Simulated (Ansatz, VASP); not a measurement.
# Cross-check of Ti2MoCSeO3 (2H-MoOSe under Ti2CO2 MXene, AA) between VASP and Ansatz

Aim: how closely do two programs agree when they are given the same cell, functional and k mesh? Of the first pair: The structure shown is the start of the Ansatz relaxation below; VASP solves that cell, so the two are compared at the walk's first step.

Program: Ansatz 0.2.0. Level of theory: plane waves, with VASP 6.6.1 beside it; single point at PBE with D3(BJ). Results are calculated unless marked as measured.

**1. Set-up**

The cell holds 8 atoms: 1 Se, 1 Mo, 3 O, 2 Ti and 1 C. Cell: a = 3.087 Å, b = 3.087 Å, c = 44.818 Å, α = 90.0°, β = 90.0°, γ = 120.0°. Vacuum lies along c. The height across the vacuum is the one that the program set for its solve, not the one typed.

**2. Ansatz: relaxation, PBE with D3(BJ)**

Ansatz runs on its default PAW (the set named soft_2) files.

The two programs are compared at the cell with which this relaxation starts, whose forces are those of its first step.

input.yaml

```yaml
crystal:
  lattice:
    - [3.087046, 0.0, 0.0]
    - [-1.543523, 2.6734602587, 0.0]
    - [0.0, 0.0, 28.5091372344]
  atoms:
    - { symbol: Se, position: [0.3333333333, 0.6666666667, 0.3156882625] }
    - { symbol: Mo, position: [0.0, 0.0, 0.3826256628] }
    - { symbol: O, position: [0.3333333333, 0.6666666667, 0.4197277845] }
    - { symbol: O, position: [0.3333333333, 0.6666666667, 0.521449558] }
    - { symbol: Ti, position: [0.6666666667, 0.3333333333, 0.5599725759] }
    - { symbol: C, position: [0.0, 0.0, 0.6028806477] }
    - { symbol: Ti, position: [0.3333333333, 0.6666666667, 0.6457887195] }
    - { symbol: O, position: [0.6666666667, 0.3333333333, 0.6843117375] }
  periodic: [true, true, false]
kpoints:
  mp_grid: { grid: [12, 12, 1] }
hamiltonian:
  xc: pbe
  dispersion: d3bj
scf:
  occupations: { method: fermi_dirac, width: 0.05 }
  convergence: { dr2_threshold: 1.0e-09 }
relax:
  f_tol: 0.004
  max_steps: 90
  cell: {}
output:
  write_potential: true
  write_density: true
  volumetric_format: npy
```

On the command line:

```console
$ ansatz run input.yaml --threads 4 --pin off --max-ram 6144MiB --backend cpu --events-out ev --progress --plain --runs-dir out
```

Numbers of over 12 decimals in the logs are rounded to 6 here.

What it wrote:

```text
Warning: crystal.periodic: the lattice vector that does not repeat stood 0.000° off the slab's normal, 28.509 Å along it as the deck builds it. The run solves the slab on a vector along the normal, 44.818 Å long, with every atom where it was (on the deck's vector they left 18.00 Å outside them, and the widest stretch free of ions among them is 2.90 Å). A fractional position that the run reports is one of the run's ce [...]
Warning: relax.cell: scf.convergence.dr2_threshold = 1e-9 eV is looser than the 1.90193295976e-10 eV advised for a relaxation that steers and ends on the stress (1e-10 eV for each atom of the cell: 8, times the square of relax.cell.stress_2d_tol = 0.05 N/m over 20.5 Å (the atoms' height at the walk's start and 5 Å past either face), 2.438e-2 GPa, over a crystal's default 0.05). What an SCF threshold leaves in a stress goes as its square root, and in the free energy as the threshold itself, and one threshold admits the most on a small cell: [figures from the program's tests cut] Set scf.convergence.dr2_threshold to 1.90193295976e-10 eV or tighter. [rest of the remark cut]
crystal.periodic: the lattice vector that does not repeat stood 0.000° off the slab's normal, 28.509 Å along it as the deck builds it. The run solves the slab on a vector along the normal, 44.818 Å long, with every atom where it was (on the deck's vector they left 18.00 Å outside them, and the widest stretch free of ions among them is 2.90 Å). A fractional position that the run reports is one of the run's cell, which [...]
Engine: ansatz 0.2.0, aarch64-unknown-linux-gnu
Pseudopotentials: kind: paw
Pseudopotential: Se, paw, valence charge 16, recommended cutoff 420 eV (normal), Se.paw.azcp
[...]
preconditioner: auto → LDOS  [insulator: Δε(μ)=0.324 eV  Ē_g=8.758 eV  σ=0.050 eV  W_gap=0.91  n_scr=30 (ndim 8)  ℏωp=12.8 eV  f_vac=0.706  D(μ)=0.08/eV (n_scr^D=2)  ε∞_Penn≈3.1  β→1.0]
SCF iter   2: F=—  HF=-17385.936668 eV  |F-HF|=—  |Δ(HF+E_count)|=   1.85e-5  Δρ=4.37e-6  dr2=6.03e-8  ethr=8.60e-11  ⟨swp⟩=5.9  Hψ=3396  notcnv=0
SCF iter   3: F=—  HF=-17385.936668 eV  |F-HF|=—  |Δ(HF+E_count)|=   1.94e-8  Δρ=1.83e-6  dr2=1.29e-8  ethr=7.93e-11  ⟨swp⟩=2.9  Hψ=1503  notcnv=0
SCF iter   4: F=—  HF=-17385.936668 eV  |F-HF|=—  |Δ(HF+E_count)|=   6.97e-9  Δρ=1.36e-6  dr2=5.33e-9  ethr=1.69e-11  ⟨swp⟩=2.8  Hψ=1402  notcnv=0
SCF iter   5: F=—  HF=-17385.936668 eV  |F-HF|=—  |Δ(HF+E_count)|=   3.47e-9  Δρ=6.11e-7  dr2=1.58e-9  ethr=7.02e-12  ⟨swp⟩=3.1  Hψ=1627  notcnv=0
SCF iter   6: F=-17385.936668 eV  HF=-17385.936668 eV  |F-HF|=3.46e-10  |Δ(HF+E_count)|=  9.82e-11  Δρ=2.07e-7  dr2=9.02e-10  ethr=1.32e-12  ⟨swp⟩=16.7  Hψ=7322  notcnv=0
SCF 10 converged in 6 iterations: F = -17385.936668 eV  dr2 = 9.02e-10
relax step  10: F+E_penalty+E_count = -17385.93666787 eV  Δ(F+E_penalty+E_count) = +2.386e-4 eV  max|allowed force component| = 1.174e-3 eV/Å  Δτ_max = 0.0000 Å  P = +0.019 N/m  Ω = 354.462 Å³  fix = [c, alpha, beta]  reactions: c +0.000 N/m  stress off target by 1.91e-2 N/m on what of the cell is left free  SCF on the basis re-selected at this cell (its energy is not comparable with the rows above)  (6 SCF iters)
basis re-selected at this cell: Δ(F+E_penalty+E_count) = +2.386e-4 eV, ΔP = -0.003 N/m vs the last step (what re-selecting the basis moved, of the pressure what is left beyond the Pulay correction that the steps carried, after the strain that the cell walked since its last selection, with what the two solves' SCF thresholds leave and, on support functions, any second-order correction that the steps lacked; it is no m [...]
WARN: The output density's exchange-correlation potential varies sharply where the density is thin. Do not read a vacuum level from v_tot or v_xc, or from such a field of the output density. On a cell that repeats whose density bears no net charge and no dipole along the vacuum's axis use v_es (v_loc + v_h of the components); under efield.dipole_correction with no amplitude use v_es + v_field, which holds any externa [...]
SCF converged after 6 iterations
Free energy (F): -17385.936668 eV
Harris-Foulkes:  -17385.936668 eV  (|F-HF|=3.46e-10)
Internal energy: -17385.935655 eV  (E = F + TS)
E sigma→0 (E₀):  -17385.936162 eV
Entropy (-TS):   -0.001012 eV (-0.127 meV/atom)
Fermi energy:    -4.522298 eV
--- Per-component energies (eV) ---
  E_band       = -2123.215556
  E_kinetic    = 1721.109877
  E_local      = -465826.077818  (includes V_loc(G=0)·N_el)
  E_nonlocal   = -275.186630
  E_hartree    = 231773.820526
  E_xc         = -756.015290
  E_vxc        = -918.414987  (∫ρ·V_xc dr)
  E_paw        = -7775.724202  (= ΣΔE_a)
  E_vpaw       = -372.293362  (= ΣTr[D̂ρ^β])
  E_aug_tail   = 0.007071  (compensation charges beyond the density's cutoff)
  E_ewald      = 223754.291612
  E_disp       = -2.160801  (pairwise vdW)
  E_smearing   = -0.001012  (= −TS)
  E_closure    = -0.000000  (closes the sum)
  Σ components = -17385.936668   (vs F -17385.936668, Δ=0.00e0)
--- Forces (eV/Å), atoms counted from 1 ---
  atom   1  Se    -0.00000000    -0.00000000     0.00012558
  atom   2  Mo    -0.00000000    -0.00000000    -0.00036919
  atom   3  O      0.00000000    -0.00000000     0.00081080
  atom   4  O     -0.00000000     0.00000000    -0.00117335
  atom   5  Ti     0.00000000     0.00000000     0.00065049
  atom   6  C      0.00000000     0.00000000    -0.00026100
  atom   7  Ti     0.00000000    -0.00000000    -0.00025429
  atom   8  O      0.00000000    -0.00000000     0.00047228
  max |Σ_I F_I| component: 1.33e-6 eV/Å
--- 2D stress c σ (N/m, compression-positive) ---
        0.019064       0.000000       0.000000
       -0.000000       0.019064       0.000000
        0.000000       0.000000       0.000000
  P = ½ c Tr σ = 0.0191 N/m
--- Band table (eV; the first three rows and the last of 19) ---
  k-point 0: bands = ["-67.1501", "-62.2995", "-62.2721", "-53.6963", "-53.6963", "-53.6395", "-53.6395", "-53.6247", "-41.3619", "-40.9237", "-40.9237", "-38.6658", "-38.4651", "-38.3476", "-38.3476", "-38.3307", "-38.3307", "-24.2503", "-23.5351", "-23.4449", "-20.8464", "-15.7066", "-12.0397", "-10.5346", "-10.3273", "-10.3273", "-9.6911", "-9.6911", "-9.3278", "-9.3278", "-9.3003", "-8.9469", "-6.8749", "-6.8749", "-5.8060", "-5.2183", "-4.6487", "-4.6487", "-3.9899", "-3.9899", "-3.1648", "-3.1648", "-3.1536", "-3.1536", "-3.0825", "-2.1887"]
  k-point 1: bands = ["-67.1452", "-62.2950", "-62.2684", "-53.6964", "-53.6955", "-53.6398", "-53.6396", "-53.6243", "-41.3527", "-40.9683", "-40.9332", "-38.6559", "-38.4705", "-38.3741", "-38.3639", "-38.3558", "-38.3360", "-24.2125", "-23.4926", "-23.4106", "-20.7512", "-15.6719", "-11.9257", "-10.5226", "-10.4196", "-10.2714", "-9.7876", "-9.6350", "-9.4817", "-9.2931", "-9.1386", "-8.8257", "-7.1425", "-6.9683", "-5.7058", "-5.4046", "-5.3125", "-5.1179", "-3.7908", "-3.5317", "-3.2581", "-3.2083", "-3.1193", "-3.1039", "-2.7416", "-2.6792"]
  k-point 2: bands = ["-67.1318", "-62.2827", "-62.2584", "-53.6964", "-53.6933", "-53.6407", "-53.6398", "-53.6231", "-41.3276", "-41.0884", "-40.9590", "-38.6284", "-38.5170", "-38.4591", "-38.4086", "-38.3776", "-38.3513", "-24.1181", "-23.3827", "-23.3203", "-20.4659", "-15.5544", "-11.6566", "-10.7611", "-10.2994", "-10.1489", "-9.8716", "-9.7169", "-9.4888", "-9.2062", "-8.9747", "-8.5842", "-7.8357", "-7.1386", "-6.5553", "-5.8403", "-5.6867", "-5.5764", "-3.9367", "-3.6647", "-3.2814", "-3.1307", "-2.9859", "-2.9038", "-2.6994", "-2.3471"]
  k-point 18: bands = ["-67.0675", "-62.2182", "-62.2156", "-53.6899", "-53.6893", "-53.6432", "-53.6426", "-53.6179", "-41.4174", "-41.3143", "-41.2019", "-38.7358", "-38.7299", "-38.6620", "-38.5985", "-38.4407", "-38.4371", "-23.7993", "-22.9742", "-22.9413", "-18.2291", "-14.2571", "-12.0477", "-11.0750", "-10.4260", "-10.1194", "-10.0442", "-9.9976", "-9.5796", "-9.5729", "-9.3085", "-8.7511", "-8.7364", "-8.3587", "-7.7748", "-7.4661", "-7.4266", "-6.4104", "-4.3245", "-3.4688", "-3.0693", "-3.0429", "-2.9790", "-2.2238", "-2.1264", "-1.8222"]
  the weakly bound empty levels are not read free of the cell's end (no_gap_told)
--- Relaxed structure (8 steps of the walk, 8 accepted, 2 SCFs on fresh bases) ---
  F+E_penalty+E_count = -17385.93666787 eV   max|allowed force component| = 1.174e-3 eV/Å   (the final SCF, on the basis selected at the relaxed cell)
  cell:  # Å, volume = 354.4617 Å³
    - [3.021981, 0, 0]
    - [-1.510991, 2.617112, 0]
    - [0, 0, 44.818274]
  atoms:
    - { symbol: Se, position: [0.333333, 0.666667, 0.203843] }
    - { symbol: Mo, position: [-1.4844588766346345e-17, 4.9728739643591393e-17, 0.243567] }
    - { symbol: O, position: [0.333333, 0.666667, 0.268594] }
    - { symbol: O, position: [0.333333, 0.666667, 0.333346] }
    - { symbol: Ti, position: [0.666667, 0.333333, 0.353509] }
    - { symbol: C, position: [-1.608556218682345e-17, 4.972873964359141e-17, 0.382517] }
    - { symbol: Ti, position: [0.333333, 0.666667, 0.411515] }
    - { symbol: O, position: [0.666667, 0.333333, 0.431778] }
```

The column dr2 measures how far the density is from self-consistency, as an energy; F and HF (Harris–Foulkes) agree once it is small.

**3. VASP: single point, PBE with D3(BJ), start cell, pair 1**

The same cell, functional, mesh and smearing now go to VASP, with its own data sets.

Lines of VASP's logs that name or quote its potential files are left out, and so is its time.

INCAR

```
SYSTEM = Ti2MoCSeO3
PREC = Accurate
ENCUT = 520
EDIFF = 1E-06
NELM = 120
ISMEAR = -1
SIGMA = 0.05
LREAL = .FALSE.
ALGO = Normal
GGA = PE
IVDW = 12
NBANDS = 41
LASPH = .TRUE.
LORBIT = 11
LWAVE = .FALSE.
LCHARG = .FALSE.
ISIF = 2
LDIPOL = .TRUE.
IDIPOL = 3
DIPOL = 0.5 0.5 0.329
LVHAR = .TRUE.
GGA_COMPAT = .FALSE.
EFERMI = MIDGAP
NELMDL = -8
KPAR = 2
```

POSCAR

```
Ti2MoCSeO3
1.0
    3.0870460000      0.0000000000      0.0000000000
   -1.5435230000      2.6734600000      0.0000000000
    0.0000000000      0.0000000000     44.8182740000
Se Mo O Ti C
1 1 3 2 1
Direct
    0.3333333957      0.6666667913      0.2008109460
    0.0000000624      0.0000001246      0.2433901850
    0.3333333957      0.6666667913      0.2669910269
    0.3333333957      0.6666667913      0.3316967762
    0.6666667290      0.3333334580      0.4352942507
    0.6666667290      0.3333334580      0.3562014682
    0.3333333957      0.6666667913      0.4107895587
    0.0000000624      0.0000001246      0.3834955135
```

KPOINTS

```
Automatic mesh
0
Gamma
12 12 1
0 0 0
```

Potentials, in the order of the species: Se, Mo_sv, O, Ti_sv and C (PBE family, release 64).

On the command line:

```console
$ mpirun -np 2 vasp_std
```

What it wrote:

```text
[banner, memory and clock lines left out]
running    2 mpi-ranks, on    1 nodes
 distrk:  each k-point on    1 cores,    2 groups
 distr:  one band on    1 cores,    1 groups

 POSCAR found type information on POSCAR SeMoO TiC
 POSCAR found :  5 types and       8 ions
 LDA part: xc-table for (Slater+PW92), standard interpolation
 POSCAR, INCAR and KPOINTS ok, starting setup
 FFT: planning ... GRIDC
 FFT: planning ... GRID_SOFT
 FFT: planning ... GRID
 WAVECAR not read
 entering main loop
       N       E                     dE             d eps       ncg     rms          rms(c)
DAV:   1     0.731256141482E+03    0.73126E+03   -0.33427E+04  1942   0.140E+03
DAV:   2     0.207615917206E+02   -0.71049E+03   -0.69038E+03  1889   0.403E+02
DAV:   3    -0.769373045876E+02   -0.97699E+02   -0.96101E+02  2208   0.145E+02
DAV:   4    -0.847642124463E+02   -0.78269E+01   -0.77837E+01  2492   0.373E+01
DAV:   5    -0.851711890855E+02   -0.40698E+00   -0.40685E+00  2284   0.742E+00
DAV:   6    -0.851823279461E+02   -0.11139E-01   -0.11138E-01  2372   0.138E+00
DAV:   7    -0.851828105493E+02   -0.48260E-03   -0.48256E-03  2252   0.229E-01
DAV:   8    -0.851828182766E+02   -0.77273E-05   -0.77264E-05  2380   0.340E-02    0.357E+01
DAV:   9    -0.988680907712E+02   -0.13685E+02   -0.28798E+02  2565   0.794E+01    0.736E+01
DAV:  10    -0.765584491949E+02    0.22310E+02   -0.40416E+02  2372   0.351E+01    0.295E+01
DAV:  11    -0.225053583029E+03   -0.14850E+03   -0.20383E+03  2451   0.110E+02    0.885E+01
DAV:  12    -0.220149143932E+03    0.49044E+01   -0.23915E+02  2022   0.584E+01    0.749E+01
DAV:  13    -0.673006875233E+02    0.15285E+03   -0.35227E+02  2356   0.398E+01    0.214E+01
DAV:  14    -0.763282145080E+02   -0.90275E+01   -0.12926E+02  2058   0.316E+01    0.177E+01
[...]
DAV:  40    -0.669525203280E+02    0.62548E-05   -0.14603E-05  2092   0.497E-02    0.178E-02
DAV:  41    -0.669525238605E+02   -0.35325E-05   -0.13986E-05  2010   0.321E-02    0.103E-02
DAV:  42    -0.669525340579E+02   -0.10197E-04   -0.15059E-05  2138   0.269E-02    0.680E-03
DAV:  43    -0.669525435074E+02   -0.94495E-05   -0.25591E-06  1623   0.201E-02    0.445E-03
DAV:  44    -0.669525482473E+02   -0.47399E-05   -0.69499E-07  1293   0.920E-03    0.253E-03
DAV:  45    -0.669525500528E+02   -0.18054E-05   -0.64878E-07  1315   0.560E-03    0.133E-03
DAV:  46    -0.669525511549E+02   -0.11021E-05   -0.39195E-07  1182   0.437E-03    0.142E-03
DAV:  47    -0.669525515239E+02   -0.36907E-06   -0.17881E-07  1002   0.230E-03
   1 F= -.69000754E+02 E0= -.68997231E+02  d E =-.704729E-02
```

Parts of OUTCAR (step 3):

```text
ion  position               nearest neighbor table
   1  0.333  0.667  0.201-   2 2.61   2 2.61   2 2.61
   2  0.000  0.000  0.243-   3 2.07   3 2.07   3 2.07   1 2.61   1 2.61   1 2.61
   3  0.333  0.667  0.267-   2 2.07   2 2.07   2 2.07
   4  0.333  0.667  0.332-   6 2.09   6 2.09   6 2.09
   5  0.667  0.333  0.435-   7 2.09   7 2.09   7 2.09
   6  0.667  0.333  0.356-   4 2.09   4 2.09   4 2.09   8 2.16   8 2.16   8 2.16
   7  0.333  0.667  0.411-   5 2.09   5 2.09   5 2.09   8 2.16   8 2.16   8 2.16
   8  0.000  0.000  0.383-   7 2.16   6 2.16   7 2.16   7 2.16   6 2.16   6 2.16

  LATTYP: Found a hexagonal cell.
 ALAT       =     3.0870460000
 C/A-ratio  =    14.5181749802

 Subroutine GETGRP returns: Found  6 space group operations
 (whereof  6 operations were pure point group operations)

The static configuration has the point symmetry C_3v.

 Found     19 irreducible k-points:

   k-points           NKPTS =     19   k-points in BZ     NKDIM =     19   number of bands    NBANDS=     41

   dimension x,y,z NGX =    24 NGY =   24 NGZ =  336
   dimension x,y,z NGXF=    48 NGYF=   48 NGZF=  672

   ENCUT  =  520.0 eV  38.22 Ry    6.18 a.u.   5.74  5.74 83.33*2*pi/ulx,y,z

   NELECT =      66.0000    total number of electrons

 k-points in reciprocal lattice and weights: Automatic mesh
   0.00000000  0.00000000  0.00000000       0.007
   0.08333333 -0.00000000  0.00000000       0.042
   0.16666667  0.00000000  0.00000000       0.042
   0.25000000  0.00000000  0.00000000       0.042
   0.33333333  0.00000000  0.00000000       0.042
   0.41666667  0.00000000  0.00000000       0.042
   0.50000000  0.00000000  0.00000000       0.021
   0.08333333  0.08333333  0.00000000       0.042
   0.16666667  0.08333333  0.00000000       0.083
[...]
0.33333333  0.25000000  0.00000000       0.083
   0.33333333  0.33333333  0.00000000       0.014

 dipolmoment           0.000000      0.000000      0.155467 electrons x Angstroem

 average (electrostatic) potential at core
       1 -61.5506       2 -85.2507       3 -78.7046       4 -77.1925       5 -77.1207
       6 -83.8479       7 -83.8140       8 -56.0079

 E-fermi :  -2.2380

 k-point     1 :       0.0000    0.0000    0.0000
  band No.  band energies     occupation
    ...
     28      -3.7705      2.00000
     29      -3.7705      2.00000
     30      -3.0419      2.00000
     31      -2.5447      1.99567
     32      -2.5447      1.99567
     33      -2.1532      0.30990
     34      -1.5926      0.00000
     35      -1.5926      0.00000
     36      -0.8530      0.00000
     37      -0.4077      0.00000
    ...

 k-point     2 :       0.0833   -0.0000    0.0000
  band No.  band energies     occupation
    ...
     29      -3.8512      2.00000
     30      -3.1461      2.00000
     31      -2.9437      2.00000
     32      -2.8815      1.99999
     33      -2.2817      1.41156
     34      -1.4789      0.00000
     35      -1.2823      0.00000
     36      -0.7511      0.00000
     37      -0.5110      0.00000
     38      -0.3496      0.00000
    ...

 k-point     3 :       0.1667    0.0000    0.0000
  band No.  band energies     occupation
    ...
     29      -4.1781      2.00000
     30      -4.0042      2.00000
     31      -3.3731      2.00000
     32      -2.9909      2.00000
     33      -2.7288      1.99989
     34      -1.6252      0.00001
     35      -1.2187      0.00000
     36      -0.9127      0.00000
     37      -0.4336      0.00000
     38      -0.3857      0.00000
    ...

 Edisp (eV)   -2.04820

  Total      -8.55390    -8.55390    -7.10433    -0.00000     0.00000    -0.00000
  in kB     -37.05124   -37.05123   -30.77244    -0.00000     0.00000    -0.00000
  external pressure =      -34.96 kB  Pullay stress =        0.00 kB

  energy-cutoff  :      520.00
  volume of cell :      369.89
      direct lattice vectors                 reciprocal lattice vectors
     3.087046000  0.000000000  0.000000000     0.323934272  0.187023557  0.000000000
    -1.543523000  2.673460000  0.000000000     0.000000000  0.374047115  0.000000000
     0.000000000  0.000000000 44.818274000     0.000000000  0.000000000  0.022312327

 POSITION                                       TOTAL-FORCE (eV/Angst)
 -----------------------------------------------------------------------------------
      0.00000      1.78231      9.00000         0.000000      0.000000      1.832146
      0.00000      0.00000     10.90833         0.000000     -0.000000     -1.933107
      0.00000      1.78231     11.96608         0.000000     -0.000000      0.127340
      0.00000      1.78231     14.86608        -0.000000      0.000000      2.466696
      1.54352      0.89115     19.50914        -0.000000      0.000000     -2.643354
      1.54352      0.89115     15.96434        -0.000000      0.000000     -3.298094
      0.00000      1.78231     18.41088         0.000000     -0.000000      3.539992
      0.00000      0.00000     17.18761         0.000000      0.000000     -0.091620
 -----------------------------------------------------------------------------------
    total drift:                               -0.000001     -0.003050     -0.000106

  FREE ENERGIE OF THE ION-ELECTRON SYSTEM (eV)
  ---------------------------------------------------
  free  energy   TOTEN  =       -69.0007544367 eV

  energy  without entropy=      -68.9937071487  energy(sigma->0) =      -68.99723079

 vacuum level on the upper side and lower side of the slab         5.060         1.654

 total charge
# of ion       s       p       d       tot
------------------------------------------
    1        1.491   2.280   0.060   3.831
    2        2.262   6.198   3.782  12.242
    3        1.577   3.381   0.000   4.958
    4        1.578   3.354   0.000   4.932
    5        1.579   3.344   0.000   4.923
    6        2.192   6.231   1.776  10.199
    7        2.191   6.231   1.774  10.196
    8        0.889   1.548   0.000   2.437
--------------------------------------------------
tot         13.760  32.567   7.392  53.718

[... 3 further parts left out ...]
```

This run has no spin polarisation, so a moment on Mo and Ti, if there is one, isn't seen.

(Continued in part 2 of 2.)

[Lines on the potential files, build, host, timing and source positions are cut from VASP's logs without a mark.]

[Logs are printed without paths, hosts, clocks, repeated set-up lines and the standing remarks that a program may print on its own settings, such as how far it seeks lower states.]

[Hosts, paths, dates, database ids (printed as entryN), source tags and the programs' standing remarks are cut or masked in the printed files.]
